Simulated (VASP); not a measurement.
Method: PBEsol GGA, VASP's PBE PAW potentials (set 64) (plane waves; VASP).

Input for VASP

**INCAR**
```
# general
SYSTEM = C
PREC   = Accurate
ENCUT  = 600
LREAL  = .FALSE.
LASPH  = .TRUE.

# electronic loop
EDIFF  = 1E-7
NELM   = 100
ALGO   = Normal

# smearing
ISMEAR = 0
SIGMA  = 0.05

# functional
GGA    = PS

# ions
ISIF   = 2

# output
LWAVE  = .FALSE.
LCHARG = .FALSE.
```

KPOINTS:
```
Automatic
0
Gamma
  10 10 4
0 0 0
```

### POSCAR
```
C
2.4614330
  0.5000000480  -0.8660252861   0.0000000000
  0.5000000480   0.8660252861   0.0000000000
  0.0000000000   0.0000000000   2.9222654351
C
4
Cartesian
  0.0000000000   0.0000000000   0.7305663588
  0.0000000000   0.0000000000   2.1916990764
  0.5000000480   0.2886756727   0.7305663588
  0.5000000480  -0.2886756727   2.1916990764
```

POTCAR, in this order: C (PBE.64 set). Program: vasp_std.

The run wrote:

OUTCAR:
```
 ion  position               nearest neighbor table
   1  0.000  0.000  0.250-   3 1.42   3 1.42   3 1.42
   2  0.000  0.000  0.750-   4 1.42   4 1.42   4 1.42
   3  0.333  0.667  0.250-   1 1.42   1 1.42   1 1.42
   4  0.667  0.333  0.750-   2 1.42   2 1.42   2 1.42
  LATTYP: Found a hexagonal cell.
 ALAT       =     2.4614328082
 C/A-ratio  =     2.9222656628
 Subroutine PRICEL returns:
 Original cell was already a primitive cell.
 Subroutine GETGRP returns: Found 24 space group operations
The static configuration has the point symmetry D_3d.
 The point group associated with its full space group is D_6h.
The dynamic configuration has the point symmetry D_3d.
 Subroutine INISYM returns: Found 24 space group operations
 Subroutine IBZKPT returns following result:
 Found     42 irreducible k-points:

 Following reciprocal coordinates:
            Coordinates               Weight
  0.000000  0.000000  0.000000      1.000000
  0.100000  0.000000  0.000000      6.000000
  0.200000  0.000000  0.000000      6.000000
  0.300000  0.000000  0.000000      6.000000
  0.400000  0.000000  0.000000      6.000000
...
```

OSZICAR:
```
       N       E                     dE             d eps       ncg     rms          rms(c)
DAV:   1     0.604713962673E+02    0.60471E+02   -0.88909E+03  1008   0.137E+03
DAV:   2    -0.361998586730E+02   -0.96671E+02   -0.87477E+02  1448   0.246E+02
DAV:   3    -0.409370067938E+02   -0.47371E+01   -0.46892E+01  1268   0.551E+01
DAV:   4    -0.410039636310E+02   -0.66957E-01   -0.66871E-01  1268   0.756E+00
DAV:   5    -0.410056177702E+02   -0.16541E-02   -0.16534E-02  1244   0.114E+00    0.901E+00
DAV:   6    -0.391804771256E+02    0.18251E+01   -0.17840E+00  1172   0.924E+00    0.522E+00
DAV:   7    -0.385908754658E+02    0.58960E+00   -0.20078E+00  1176   0.989E+00    0.130E+00
DAV:   8    -0.385970344165E+02   -0.61590E-02   -0.65426E-02  1132   0.178E+00    0.126E-01
DAV:   9    -0.385968153070E+02    0.21911E-03   -0.13604E-03  1240   0.304E-01    0.703E-02
DAV:  10    -0.385970615339E+02   -0.24623E-03   -0.40969E-04  1216   0.156E-01    0.428E-02
DAV:  11    -0.385970601528E+02    0.13811E-05   -0.51806E-06  1380   0.196E-02    0.683E-03
DAV:  12    -0.385970611346E+02   -0.98188E-06   -0.12859E-06  1228   0.870E-03    0.132E-03
DAV:  13    -0.385970612014E+02   -0.66714E-07   -0.19704E-07  1252   0.323E-03
   1 F= -.38597061E+02 E0= -.38597061E+02  d E =-.416070E-15
```

**OUTCAR**
```
------------------------ aborting loop because EDIFF is reached ----------------------------------------
  FORCE on cell =-STRESS in cart. coord.  units (eV):
  Direction    XX          YY          ZZ          XY          YZ          ZX
  --------------------------------------------------------------------------------------
  Total       -0.1883505     -0.1883504     -0.0227758      0.0000000      0.0000000      0.0000000
  in kB       -7.9958196     -7.9958159     -0.9668727      0.0000000      0.0000000      0.0000000
  external PRESSURE =      -5.6528361 kB  Pullay stress =       0.0000000 kB
  volume of cell :       37.74
      direct lattice vectors                 reciprocal lattice vectors
     1.230716618 -2.131663218  0.000000000     0.406267367 -0.234558628  0.000000000
     1.230716618  2.131663218  0.000000000     0.406267367  0.234558628  0.000000000
     0.000000000  0.000000000  7.192960577     0.000000000  0.000000000  0.139024813
 POSITION                                       TOTAL-FORCE (eV/Angst)
 -----------------------------------------------------------------------------------
      0.00000      0.00000      1.79824        -0.000000     -0.000000      0.000000
      0.00000      0.00000      5.39472        -0.000000      0.000000      0.000000
      1.23072      0.71056      1.79824         0.000000      0.000000     -0.000000
      1.23072     -0.71056      5.39472        -0.000000     -0.000000     -0.000000
 -----------------------------------------------------------------------------------
    total drift:                                0.000000     -0.000000      0.000000
  FREE ENERGIE OF THE ION-ELECTRON SYSTEM (eV)
  ---------------------------------------------------
  free  energy   TOTEN  =       -38.5970612014 eV

  energy  without entropy=      -38.5970612014  energy(sigma->0) =      -38.59706120
```
(Selected blocks of OUTCAR.)

Without a dispersion term in the relaxation, distances and binding between the weakly bound layers, chains or molecules are unreliable, and so is what depends on them.

The compound is C in the graphite structure. It was relaxed first, which changed the volume by +7 %.
